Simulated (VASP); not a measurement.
Given:

```xyz
2
Lattice="0.0000 1.8026 1.8026 1.8026 0.0000 1.8026 1.8026 1.8026 0.0000" Properties=species:S:1:pos:R:3 pbc="T T T"
C      0.0000     0.0000     0.0000
C      0.9013     0.9013     0.9013
```

All values below come from LDA (Ceperley-Alder, Perdew-Zunger), VASP's LDA PAW potentials (set 64) (plane waves; VASP). Run with 520 eV cut-off, 13×13×13 Γ-centred mesh, Gaussian smearing of 0.050 eV, potentials C.

Q: Give the stress tensor in GPa (positive for a compressed cell).

A: 
```
-24.46    0.00    0.00
  0.00  -24.46    0.00
  0.00    0.00  -24.46
```
The pressure is its mean diagonal, -24.46 GPa.

The compound is C in the diamond structure. This cell is one point of a volume scan, at 1.06 of the reference volume.
